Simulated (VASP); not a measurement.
Output of a VASP run:

### OSZICAR
```
       N       E                     dE             d eps       ncg     rms          rms(c)
DAV:   1     0.445499539493E+02    0.44550E+02   -0.68222E+03  1584   0.118E+03
DAV:   2    -0.155818335661E+02   -0.60132E+02   -0.56291E+02  2078   0.237E+02
DAV:   3    -0.184353610697E+02   -0.28535E+01   -0.27017E+01  2090   0.422E+01
DAV:   4    -0.184803553005E+02   -0.44994E-01   -0.45007E-01  2015   0.448E+00
DAV:   5    -0.184812430547E+02   -0.88775E-03   -0.88758E-03  2134   0.510E-01    0.283E+01
DAV:   6    -0.163387684934E+02    0.21425E+01   -0.18966E+01  1842   0.268E+01    0.257E+01
DAV:   7    -0.161559677383E+02    0.18280E+00   -0.14275E+00  1813   0.796E+00    0.175E+01
DAV:   8    -0.161586102519E+02   -0.26425E-02   -0.11587E-01  1743   0.357E+00    0.562E+00
DAV:   9    -0.161543667257E+02    0.42435E-02   -0.14591E-02  1995   0.953E-01    0.453E-01
DAV:  10    -0.161545813458E+02   -0.21462E-03   -0.53588E-04  2085   0.215E-01    0.288E-01
DAV:  11    -0.161545726125E+02    0.87333E-05   -0.72771E-05  2010   0.647E-02    0.212E-02
DAV:  12    -0.161545730058E+02   -0.39325E-06   -0.39410E-06  1902   0.207E-02
   1 F= -.16939731E+02 E0= -.16939761E+02  d E =-.169397E+02
```

**OUTCAR**
```
------------------------ aborting loop because EDIFF is reached ----------------------------------------
 Edisp (eV)   -0.78516
  FORCE on cell =-STRESS in cart. coord.  units (eV):
  Direction    XX          YY          ZZ          XY          YZ          ZX
  --------------------------------------------------------------------------------------
  Total      -0.01003    -0.01003    -0.01003     0.00000    -0.00000    -0.00000
  in kB      -0.53409    -0.53409    -0.53409     0.00000    -0.00000    -0.00000
  external pressure =       -0.53 kB  Pullay stress =        0.00 kB
  volume of cell :       30.09
      direct lattice vectors                 reciprocal lattice vectors
     0.000000000  2.468767007  2.468767007    -0.202530250  0.202530250  0.202530250
     2.468767007  0.000000000  2.468767007     0.202530250 -0.202530250  0.202530250
     2.468767007  2.468767007  0.000000000     0.202530250  0.202530250 -0.202530250
 POSITION                                       TOTAL-FORCE (eV/Angst)
 -----------------------------------------------------------------------------------
      0.00000      0.00000      0.00000         0.000000     -0.000000     -0.000000
      2.46877      2.46877      2.46877        -0.000000      0.000000      0.000000
 -----------------------------------------------------------------------------------
    total drift:                                0.000000      0.000000      0.000000
  FREE ENERGIE OF THE ION-ELECTRON SYSTEM (eV)
  ---------------------------------------------------
  free  energy   TOTEN  =       -16.9397308525 eV

  energy  without entropy=      -16.9398221830  energy(sigma->0) =      -16.93976130

 reached required accuracy - stopping structural energy minimisation
```
(Selected blocks of OUTCAR.)

File POSCAR:
```
GdN
1
    0.0000000000     2.4687670066     2.4687670066
    2.4687670066     0.0000000000     2.4687670066
    2.4687670066     2.4687670066     0.0000000000
Gd N
1 1
Direct
  0.0000000000   0.0000000000   0.0000000000
  0.5000000000   0.5000000000   0.5000000000
```

Question: Reconstruct the remaining input files.

Answer: This is not unique; one that fits is the input of the run itself, PBE GGA with D3 dispersion (Becke-Johnson damping), plane waves, VASP's PBE PAW potentials (set 64).

KPOINTS:
```
Automatic
0
gamma
  12 12 12
```

INCAR:
```
! general
SYSTEM  = GdN
PREC    = Accurate
ENCUT   = 520   ! plane-wave cut-off (eV)
LREAL   = .FALSE.
LASPH   = .TRUE.

! electronic loop
EDIFF   = 1E-6   ! SCF stop (eV)
NELM    = 100   ! most electronic steps
ALGO    = Normal   ! blocked Davidson
LMAXMIX = 6   ! l cut-off of mixed one-centre charges

! smearing
ISMEAR  = 1   ! Methfessel-Paxton
SIGMA   = 0.1

! functional
GGA     = PE
IVDW    = 12

! ions
IBRION  = 2   ! conjugate gradients
NSW     = 60
ISIF    = 3
EDIFFG  = -0.01   ! ionic stop

! output
LWAVE   = .FALSE.
LCHARG  = .FALSE.
```

POTCAR, in this order: Gd_3 N (PBE.64 set). Program: vasp_std.

The 4f electrons are frozen in the core of the lanthanide potential, so 4f levels, which can set the real gap, and their magnetism are missing.

The compound is GdN in the rock salt structure. It was relaxed first. The start is the result of an earlier pass.
